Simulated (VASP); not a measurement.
A run of VASP 6.6.1:

INCAR

```
SYSTEM = In2Te2O
PREC = Normal
ENCUT = 520
EDIFF = 1E-4
ISMEAR = 0
SIGMA = 0.15
LREAL = .FALSE.
LASPH = .TRUE.
NELM = 60
ALGO = Fast
ISIF = 3
LWAVE = .FALSE.
LCHARG = .FALSE.
GGA = PE
IBRION = 2
NSW = 24
EDIFFG = -0.08
```

The input KPOINTS:

```
Automatic mesh
0
G
  4 4 4
  0 0 0
```

POSCAR

```
In2Te2O
1.0
   -2.1500000000      5.2500000000      2.7250000000
    2.1500000000     -5.2500000000      2.7250000000
    2.1500000000      5.2500000000     -2.7250000000
In Te O
2 2 1
Direct
    0.6670000000      0.0000000000      0.6670000000
    0.3330000000      0.0000000000      0.3330000000
    0.4050000000      0.2500000000      0.1550000000
    0.0950000000      0.2500000000      0.8450000000
    0.7500000000      0.2500000000      0.5000000000
```

Potentials or basis: VASP PAW PBE potentials, release 64 (In_d, Te, O).

The run is started by

```sh
$ cat potpaw_PBE.64/In_d/POTCAR potpaw_PBE.64/Te/POTCAR potpaw_PBE.64/O/POTCAR > POTCAR
$ mpirun -np 1 vasp_std > vasp.out
```

Hardware: 1 thread of AMD EPYC 7R13 Processor (Zen 3) (shared host).

**Question.** How long does it take, and how much memory?

**Answer.** Wall time 8.3 min on 1 thread of AMD EPYC 7R13 Processor (Zen 3), on a shared host, peak memory 0.22 GiB. Counts: scf iterations 131, k points 18, ion steps 16.
